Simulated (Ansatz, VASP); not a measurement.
# Cross-check of Cu3Hg between VASP and Ansatz, part 2 of 2

Aim: how closely do two programs agree when they are given the same cell, functional and k mesh? The cell is generated by rule, not measured, and may not be a known phase. The cell is taken from a series of runs on this material, whose earlier steps may have relaxed, scaled, displaced or heated it; both programs get it as it stands.

VASP 6.6.1 and Ansatz 0.2.0.

So far: The structure; VASP: relaxation of cell and atoms, PBE with D3(BJ), pair 1; Ansatz: relaxation of cell and atoms, PBE with D3(BJ), pair 1; Comparison.

The structure was built from a prototype and need not be the compound's stable phase.

### Step 5. Ansatz: relaxation of cell and atoms, PBE with D3(BJ), pair 2

Level of this step: Ansatz beside VASP: Kohn-Sham DFT, plane waves, PBE with D3(BJ) (Ansatz).

The relaxed volume is the usual yardstick between codes: in a stiff, nearly cubic crystal its relative difference is about their pressure difference at one cell divided by the bulk modulus.

The cell is taken from a series of runs on this material, whose earlier steps may have relaxed, scaled, displaced or heated it; both programs get it as it stands.

File input.yaml:

```yaml
crystal:
  lattice:
    - [0.0, 3.0096512579, 3.0096512579]
    - [3.0096512579, 0.0, 3.0096512579]
    - [3.0096512579, 3.0096512579, 0.0]
  atoms:
    - { symbol: Cu, position: [0.25, 0.25, 0.25] }
    - { symbol: Cu, position: [0.75, 0.75, 0.75] }
    - { symbol: Cu, position: [0.5, 0.5, 0.5] }
    - { symbol: Hg, position: [0.0, 0.0, 0.0] }
kpoints:
  mp_grid: { grid: [12, 12, 12] }
hamiltonian:
  xc: pbe
  dispersion: d3bj
scf:
  occupations: { method: methfessel_paxton, width: 0.2 }
output:
  forces: true
  stress: true
  eigenvalues: true
relax:
  adjacent_minimum: "off"
  f_tol: 0.001
  max_steps: 60
  cell: { stress_tol: 0.01 }
```

Started as:

```console
> ansatz run input.yaml --threads 8 --pin off --max-ram 14336MiB --backend cpu --events-out ev --progress --plain --runs-dir out
```

Numbers of over 12 decimals in the logs are rounded to 6 here.

What it wrote:

```text
[...]
Crystal: 4 atoms, lattice volume = 54.523 Å³
Basis set: ecut = 420 eV, 1067 PW (Γ), exchange–correlation on 60×60×60 points (8 copies of the dense FFT grid, shifted against one another)
Bands: 47, of which v1, the nominal top of the filled ones, is band 39 counted from 1 (38 counted from 0)
Symmetry: 48 space group operations
[...]
k-points: 72 of 1728
[...]
--- Relaxed structure (2 steps of the walk, 2 accepted, 1 SCFs on fresh bases) ---
[...]
cell:  # Å, volume = 54.5380 Å³
    - [0, 3.009931, 3.009931]
    - [3.009931, 0, 3.009931]
    - [3.009931, 3.009931, 0]
  atoms:
    - { symbol: Cu, position: [0.250000, 0.250000, 0.250000] }
    - { symbol: Cu, position: [0.75, 0.75, 0.75] }
    - { symbol: Cu, position: [0.500000, 0.500000, 0.500000] }
    - { symbol: Hg, position: [0, 0, 0] }
[key lines of the parts left out:]
SCF converged after 6 iterations
Free energy (F): -33690.545097 eV
Fermi energy:    17.879617 eV
P = ⅓ Tr σ = 0.0041 GPa (0.041 kbar)
```

### Step 6. VASP: relaxation of cell and atoms, PBE with D3(BJ), pair 2

The same cell, functional, mesh and smearing now go to VASP, with its own data sets.

File INCAR:

```
SYSTEM = Cu3Hg
PREC = Accurate
ENCUT = 600
EDIFF = 1E-07
NELM = 120
ISMEAR = 1
SIGMA = 0.2
LREAL = .FALSE.
ALGO = Normal
GGA = PE
IVDW = 12
NBANDS = 28
LASPH = .TRUE.
LORBIT = 11
LWAVE = .FALSE.
LCHARG = .FALSE.
ISIF = 3
IBRION = 2
NSW = 80
EDIFFG = -0.005
GGA_COMPAT = .FALSE.
NELMIN = 4
KPAR = 2
```

File POSCAR:

```
Cu3Hg
1.0
    0.0000000000      3.0096510000      3.0096510000
    3.0096510000      0.0000000000      3.0096510000
    3.0096510000      3.0096510000      0.0000000000
Cu Hg
3 1
Direct
    0.2500000831      0.2500000831      0.2500000831
    0.7500000831      0.7500000831      0.7500000831
    0.5000000000      0.5000000000      0.5000000000
    0.0000000000      0.0000000000      0.0000000000
```

File KPOINTS:

```
Automatic mesh
0
Gamma
12 12 12
0 0 0
```

The projector-augmented-wave data sets are Cu and Hg (PBE family, release 64).

Started as:

```console
> mpirun -np 2 vasp_std
```

What it wrote:

```text
[... set-up lines as in an earlier step ...]
 entering main loop
       N       E                     dE             d eps       ncg     rms          rms(c)
DAV:   1     0.402067389770E+03    0.40207E+03   -0.23205E+04  4224   0.288E+03
DAV:   2     0.232278261861E+02   -0.37884E+03   -0.36220E+03  4032   0.462E+02
DAV:   3    -0.119323494036E+02   -0.35160E+02   -0.33605E+02  4336   0.187E+02
DAV:   4    -0.127829309352E+02   -0.85058E+00   -0.84778E+00  5164   0.362E+01
[...]
DAV:  15    -0.106554281738E+02    0.11546E-04   -0.60735E-05  5872   0.180E-01    0.142E-02
DAV:  16    -0.106554285065E+02   -0.33269E-06   -0.56049E-06  5456   0.282E-02    0.131E-02
DAV:  17    -0.106554285805E+02   -0.73996E-07   -0.20394E-07  3256   0.851E-03
   1 F= -.12898711E+02 E0= -.12897408E+02  d E =-.128987E+02
[...]
N       E                     dE             d eps       ncg     rms          rms(c)
DAV:   1    -0.108645361221E+02   -0.20911E+00   -0.28072E+00  4304   0.303E+01    0.330E+00
[...]
DAV:  10    -0.106894265235E+02    0.15056E-06   -0.16190E-06  5416   0.548E-02    0.141E-03
DAV:  11    -0.106894265520E+02   -0.28423E-07   -0.18170E-07  2888   0.463E-03
   2 F= -.12898917E+02 E0= -.12897515E+02  d E =-.206201E-03
 trial-energy change:   -0.000206  1 .order   -0.000645   -0.005867    0.004577
 step:   0.4987(harm=  0.5618)  dis= 0.00000  next Energy=   -12.900119 (dE=-0.141E-02)
[...]
N       E                     dE             d eps       ncg     rms          rms(c)
DAV:   1    -0.107184381485E+02   -0.29012E-01   -0.69739E-01  4312   0.148E+01    0.170E+00
DAV:   2    -0.106925978592E+02    0.25840E-01   -0.36282E-01  4364   0.131E+01    0.904E-01
DAV:   3    -0.106748484610E+02    0.17749E-01   -0.80401E-02  4388   0.703E+00    0.421E-01
DAV:   4    -0.106741827749E+02    0.66569E-03   -0.34163E-03  5616   0.772E-01    0.298E-01
[...]
DAV:   8    -0.106736879451E+02    0.10738E-05   -0.11137E-05  6192   0.878E-02    0.352E-03
DAV:   9    -0.106736874689E+02    0.47613E-06   -0.20107E-06  5572   0.545E-02    0.228E-03
DAV:  10    -0.106736874219E+02    0.47014E-07   -0.38823E-07  3200   0.290E-02
   3 F= -.12900031E+02 E0= -.12898678E+02  d E =-.132068E-02
[...]
reached required accuracy - stopping structural energy minimisation
```

From OUTCAR (step 6):

```text
 Edisp (eV)   -2.20949

 Edisp (eV)   -2.22634

  Total       0.01168     0.01168     0.01168     0.00000     0.00000     0.00000
  in kB       0.34087     0.34087     0.34087     0.00000     0.00000     0.00000
  external pressure =        0.34 kB  Pullay stress =        0.00 kB

 POSITION                                       TOTAL-FORCE (eV/Angst)
 -----------------------------------------------------------------------------------
      1.50847      1.50847      1.50847         0.000000      0.000000     -0.000000
      4.52541      4.52541      4.52541        -0.000000     -0.000000      0.000000
      3.01694      3.01694      3.01694        -0.000000     -0.000000      0.000000
      0.00000      0.00000      0.00000        -0.000000     -0.000000      0.000000
 -----------------------------------------------------------------------------------
    total drift:                               -0.000143     -0.000143     -0.000143

  FREE ENERGIE OF THE ION-ELECTRON SYSTEM (eV)
  ---------------------------------------------------
  free  energy   TOTEN  =       -12.9000313565 eV

  energy  without entropy=      -12.8959699097  energy(sigma->0) =      -12.89867754

[... 2 parts as in an earlier step ...]

[... 2 further parts left out ...]
[key lines of the parts left out:]
E-fermi :   6.6066
```

### Step 7. Side by side

What differs besides the data sets and the points named for the pairs above, as far as they apply: the data sets hold 77 valence electrons in Ansatz (on its default PAW (the set named soft_2) files) and 45 in VASP. Total energies have different zeros and are not compared.

Compared:

```
                                         quantity  Ansatz   VASP  difference
                                      volume (Å³)   54.54  54.92     -0.70 %
edge a after relaxation, in the typed setting (Å)   4.257  4.267     -0.23 %
```

### Step 8. Ansatz: relaxation of cell and atoms, PBE with D3(BJ), pair 3

The relaxed volume is the usual yardstick between codes: in a stiff, nearly cubic crystal its relative difference is about their pressure difference at one cell divided by the bulk modulus. This pair takes another cell of the material, with 8 atoms against 4 for the pair before.

The cell is taken from a series of runs on this material, whose earlier steps may have relaxed, scaled, displaced or heated it; both programs get it as it stands.

input.yaml, the sections that differ from step 5:

```yaml
crystal:
  lattice:
    - [4.3516819623, 0.0, 0.0]
    - [0.0, 5.3187869844, 0.0]
    - [0.0, 0.0, 4.6879180404]
  atoms:
    - { symbol: Cu, position: [0.5, 0.251356564, 0.6544631125] }
    - { symbol: Cu, position: [0.0, 0.751356564, 0.3455368875] }
    - { symbol: Cu, position: [0.5, 0.748643436, 0.6544631125] }
    - { symbol: Cu, position: [0.0, 0.248643436, 0.3455368875] }
    - { symbol: Cu, position: [0.5, 0.0, 0.1947524171] }
    - { symbol: Cu, position: [0.0, 0.5, 0.8052475829] }
    - { symbol: Hg, position: [0.0, 0.0, 0.8471572743] }
    - { symbol: Hg, position: [0.5, 0.5, 0.1528427257] }
kpoints:
  mp_grid: { grid: [8, 8, 8] }
# hamiltonian, scf, output, relax: as in step 5
```

Started as:

```console
> ansatz run input.yaml --threads 8 --pin off --max-ram 14336MiB --backend cpu --events-out ev --progress --plain --runs-dir out
```

What it wrote:

```text
[...]
Crystal: 8 atoms, lattice volume = 108.505 Å³
Basis set: ecut = 420 eV, 2129 PW (Γ), exchange–correlation on 60×72×64 points (8 copies of the dense FFT grid, shifted against one another)
Bands: 93, of which v1, the nominal top of the filled ones, is band 77 counted from 1 (76 counted from 0)
Symmetry: 8 space group operations
[...]
k-points: 125 of 512
[...]
- [0.0, 5.323792, 0.0]
    - [0.0, 0.0, 4.707015]
  atoms:
    - { symbol: Cu, position: [0.5, 0.251889, 0.653156] }
    - { symbol: Cu, position: [0, 0.751889, 0.346844] }
    - { symbol: Cu, position: [0.5, 0.748111, 0.653156] }
    - { symbol: Cu, position: [0, 0.248111, 0.346844] }
    - { symbol: Cu, position: [0.5, 0, 0.195719] }
    - { symbol: Cu, position: [0, 0.5, 0.804281] }
    - { symbol: Hg, position: [0, 0, 0.848859] }
    - { symbol: Hg, position: [0.5, 0.5, 0.151141] }
[key lines of the parts left out:]
SCF converged after 6 iterations
Free energy (F): -67381.412337 eV
Fermi energy:    17.993079 eV
P = ⅓ Tr σ = 0.0010 GPa (0.010 kbar)
```

### Step 9. VASP: relaxation of cell and atoms, PBE with D3(BJ), pair 3

The same cell, functional, mesh and smearing now go to VASP, with its own data sets.

Edit INCAR of step 6 so:

```diff
@@ -11,3 +11,3 @@
 IVDW = 12
-NBANDS = 28
+NBANDS = 55
 LASPH = .TRUE.
```

File POSCAR:

```
Cu3Hg
1.0
    4.3516820000      0.0000000000      0.0000000000
    0.0000000000      5.3187870000      0.0000000000
    0.0000000000      0.0000000000      4.6879180000
Cu Hg
6 2
Direct
    0.5000000000      0.2513565593      0.6544630260
    0.0000000000      0.7513566533      0.3455369740
    0.5000000000      0.7486434407      0.6544630260
    0.0000000000      0.2486433467      0.3455369740
    0.5000000000      0.0000000000      0.1947523400
    0.0000000000      0.4999999060      0.8052476600
    0.0000000000      0.0000000000      0.8471573095
    0.5000000000      0.4999999060      0.1528426905
```

File KPOINTS:

```
Automatic mesh
0
Gamma
8 8 8
0 0 0
```

Started as:

```console
> mpirun -np 2 vasp_std
```

What it wrote:

```text
[banner, memory and clock lines left out]
running    2 mpi-ranks, on    1 nodes
[...]
LDA part: xc-table for (Slater+PW92), standard interpolation
 POSCAR, INCAR and KPOINTS ok, starting setup
[...]
entering main loop
       N       E                     dE             d eps       ncg     rms          rms(c)
DAV:   1     0.998942180914E+03    0.99894E+03   -0.43077E+04 13757   0.298E+03
DAV:   2     0.126718178251E+03   -0.87222E+03   -0.83159E+03 13750   0.590E+02
DAV:   3    -0.193972584108E+02   -0.14612E+03   -0.13818E+03 14268   0.266E+02
DAV:   4    -0.259651767442E+02   -0.65679E+01   -0.64985E+01 17600   0.763E+01
[...]
DAV:  17    -0.216040816878E+02    0.47841E-06   -0.74945E-07 15288   0.112E-02    0.806E-04
DAV:  18    -0.216040813944E+02    0.29334E-06   -0.64149E-08  8751   0.314E-03    0.463E-04
DAV:  19    -0.216040813228E+02    0.71608E-07   -0.17737E-08  8499   0.388E-03
   1 F= -.26118521E+02 E0= -.26117045E+02  d E =-.261185E+02
[... from here on, the cycles between the ionic steps are left out ...]
   2 F= -.26120749E+02 E0= -.26119323E+02  d E =-.222848E-02
   6 F= -.26122371E+02 E0= -.26120982E+02  d E =-.805102E-03
   7 F= -.26122571E+02 E0= -.26121194E+02  d E =-.200119E-03
   8 F= -.26122764E+02 E0= -.26121415E+02  d E =-.392891E-03
   9 F= -.26122885E+02 E0= -.26121540E+02  d E =-.121007E-03
  10 F= -.26122893E+02 E0= -.26121549E+02  d E =-.129586E-03
  11 F= -.26122893E+02 E0= -.26121549E+02  d E =-.129073E-03
  12 F= -.26122893E+02 E0= -.26121549E+02  d E =-.129338E-03
  13 F= -.26122942E+02 E0= -.26121594E+02  d E =-.487566E-04
  14 F= -.26122981E+02 E0= -.26121622E+02  d E =-.883396E-04
  15 F= -.26122991E+02 E0= -.26121627E+02  d E =-.905409E-05
 trial-energy change:   -0.000009  1 .order   -0.000010   -0.000012   -0.000008
 step:   3.4046(harm=  3.4046)  dis= 0.00104  next Energy=   -26.122998 (dE=-0.167E-04)
 reached required accuracy - stopping structural energy minimisation
```

OUTCAR, selected parts (step 9):

```text
 Edisp (eV)   -4.47940

 Edisp (eV)   -4.47904

  Total       0.01336     0.00931     0.00609     0.00000     0.00000     0.00000
  in kB       0.19579     0.13644     0.08926     0.00000     0.00000     0.00000
  external pressure =        0.14 kB  Pullay stress =        0.00 kB

 POSITION                                       TOTAL-FORCE (eV/Angst)
 -----------------------------------------------------------------------------------
      2.16846      1.34657      3.08261         0.000000     -0.001237     -0.004042
      0.00000      4.01643      1.63835         0.000000     -0.001237      0.004042
      2.16846      3.99314      3.08261         0.000000      0.001237     -0.004042
      0.00000      1.32328      1.63835         0.000000      0.001237      0.004042
      2.16846      0.00000      0.93064         0.000000      0.000000     -0.001816
      0.00000      2.66986      3.79032         0.000000      0.000000      0.001816
      0.00000      0.00000      4.00870         0.000000      0.000000      0.001964
      2.16846      2.66986      0.71226         0.000000      0.000000     -0.001964
 -----------------------------------------------------------------------------------
    total drift:                                0.000000      0.000165     -0.000199

  FREE ENERGIE OF THE ION-ELECTRON SYSTEM (eV)
  ---------------------------------------------------
  free  energy   TOTEN  =       -26.1229905208 eV

  energy  without entropy=      -26.1188994510  energy(sigma->0) =      -26.12162683

[... 1 part as in an earlier step ...]

[... 3 further parts left out ...]
[key lines of the parts left out:]
E-fermi :   6.6604
```

### Step 10. Differences

What differs besides the data sets and the points named for the pairs above, as far as they apply: the data sets hold 154 valence electrons in Ansatz (on its default PAW (the set named soft_2) files) and 90 in VASP. Total energies have different zeros and are not compared.

The two programs side by side:

```csv
quantity,Ansatz,VASP,difference
volume (Å³),108.53,109.33,-0.73 %
"edge a after relaxation, in the typed setting (Å)",4.331,4.337,-0.13 %
"edge b after relaxation, in the typed setting (Å)",5.324,5.340,-0.30 %
"edge c after relaxation, in the typed setting (Å)",4.707,4.721,-0.30 %
```

### Step 11. Results

```json
{
 "difference in volume (relaxation of cell and atoms, PBE with D3(BJ), pair 1)": "-0.74 %",
 "difference in volume (relaxation of cell and atoms, PBE with D3(BJ), pair 2)": "-0.70 %",
 "difference in volume (relaxation of cell and atoms, PBE with D3(BJ), pair 3)": "-0.73 %"
}
```

What this shows: The difference in volume is -0.74 % (relaxation of cell and atoms, PBE with D3(BJ), pair 1), within the 1.2 % picked in this series as the mark of a large difference, as far as the stopping tolerances let one tell. The data sets hold unlike numbers of valence electrons (77 in Ansatz and 45 in VASP and 154 in Ansatz and 90 in VASP), so part of the differences comes from the potentials. 1 further run of this series is not shown here. How closely two codes agree says nothing of how well the functional describes the real material.

[Lines on the potential files, build, host, timing and source positions are cut from VASP's logs without a mark.]

[Logs are printed without paths, hosts, clocks, repeated set-up lines and the standing remarks that a program may print on its own settings, such as how far it seeks lower states.]

[Hosts, paths, dates, database ids (printed as entryN), source tags and the programs' standing remarks are cut or masked in the printed files.]
